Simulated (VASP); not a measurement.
A run of VASP 6.6.1:

POSCAR

```
Ca3CrO
1.0
    4.6504158400      0.0000000000      0.0000000000
    0.0000000000      4.6504158400      0.0000000000
    0.0000000000      0.0000000000      4.6504158400
Cr Ca O
1 3 1
Direct
    0.5000000000      0.5000000000      0.5000000000
    0.5000000000      0.0000000000      0.0000000000
    0.0000000000      0.5000000000      0.0000000000
    0.0000000000      0.0000000000      0.5000000000
    0.0000000000      0.0000000000      0.0000000000
```

File INCAR.step1:

```
SYSTEM = Ca3CrO
ALGO = Normal ; EDIFF = 1E-4
ENCUT = 520 ; GGA = PE
ISMEAR = -5 ; LASPH = .TRUE.
LCHARG = .FALSE. ; LMAXMIX = 4
LREAL = .FALSE. ; LWAVE = .TRUE.
NELM = 100 ; PREC = Accurate
SIGMA = 0.1
```

Contents of INCAR.step2:

```
SYSTEM = Ca3CrO
ALGO = Normal ; EDIFF = 1E-6
ENCUT = 520 ; ISIF = 2
ISMEAR = -1 ; ISTART = 1
LASPH = .TRUE. ; LCHARG = .FALSE.
LMAXMIX = 4 ; LMIXTAU = .TRUE.
LORBIT = 10 ; LREAL = .FALSE.
LWAVE = .FALSE. ; METAGGA = R2SCAN
NELM = 100 ; PREC = Accurate
SIGMA = 0.1
```

KPOINTS

```
k-points
0
G
  7 7 7
  0 0 0
```

Potentials or basis: VASP PAW PBE potentials, release 64 (Cr_pv, Ca_sv, O).

Run with:

```console
$ cat potpaw_PBE.64/Cr_pv/POTCAR potpaw_PBE.64/Ca_sv/POTCAR potpaw_PBE.64/O/POTCAR > POTCAR
$ cp INCAR.step1 INCAR
$ mpirun -np 1 vasp_std > vasp.out
$ cp INCAR.step2 INCAR
$ mpirun -np 1 vasp_std > vasp.out
```

Hardware: 1 thread of Intel(R) Xeon(R) Platinum 8488C (Sapphire Rapids), with other jobs on the host.

Q: How long does it take, and how much memory?

A: Wall time 2.3 min on 1 thread of Intel(R) Xeon(R) Platinum 8488C (Sapphire Rapids) (shared host), peak memory 0.24 GiB. Counts: scf iterations 14, k points 20.
